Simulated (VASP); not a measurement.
A convergence study with VASP on SnO$_{2}$ (space group no. 136 when undisturbed): a few settings are varied, all else stays as given below, so the limit is that of these other settings. One atom is moved off its site, so that forces are finite.

```xyz
6
Lattice="4.7258 0.0000 0.0000 0.0000 4.7258 0.0000 0.0000 0.0000 3.1804" Properties=species:S:1:pos:R:3 pbc="T T T"
Sn     0.0000     0.0000     0.0500
Sn     2.3629     2.3629     1.5902
O      1.4508     1.4508     0.0000
O      3.8137     0.9121     1.5902
O      0.9121     3.8137     1.5902
O      3.2750     3.2750     0.0000
```

Level of theory: PBE GGA, VASP's PBE PAW potentials (set 64) (plane waves; VASP 6.6.1). The last row used: 400 eV cut-off, 5×5×8 Γ-centred mesh, Fermi-Dirac smearing of 0.020 eV, potentials Sn_d O.

| setting | E (eV/atom) | pressure (GPa) | largest force (eV/Å) | irreducible k-points |
|---|---|---|---|---|
| SIGMA = 1.0 | ? | ? | ? | 45 |
| SIGMA = 0.5 | -6.1875 | 9.28 | 1.143 | 45 |
| SIGMA = 0.2 | ? | ? | 1.145 | 45 |
| SIGMA = 0.1 | -6.1960 | 8.19 | 1.145 | 45 |
| SIGMA = 0.02 | -6.1960 | 8.19 | 1.145 | 45 |

Problem. Fill in the missing entries.

Solution. 
- SIGMA = 0.2, E (eV/atom): -6.1959
- SIGMA = 0.2, pressure (GPa): 8.23
- SIGMA = 1.0, E (eV/atom): -6.1052
- SIGMA = 1.0, pressure (GPa): 16.52
- SIGMA = 1.0, largest force (eV/Å): 1.116

Left out are rungs that failed or repeat a setting and relaxations that didn't move; long series are thinned to 24 rows.

The structure is a typed SnO2 crystal (space group no. 136). The cell was not relaxed at this level, it is distorted from the ideal structure.
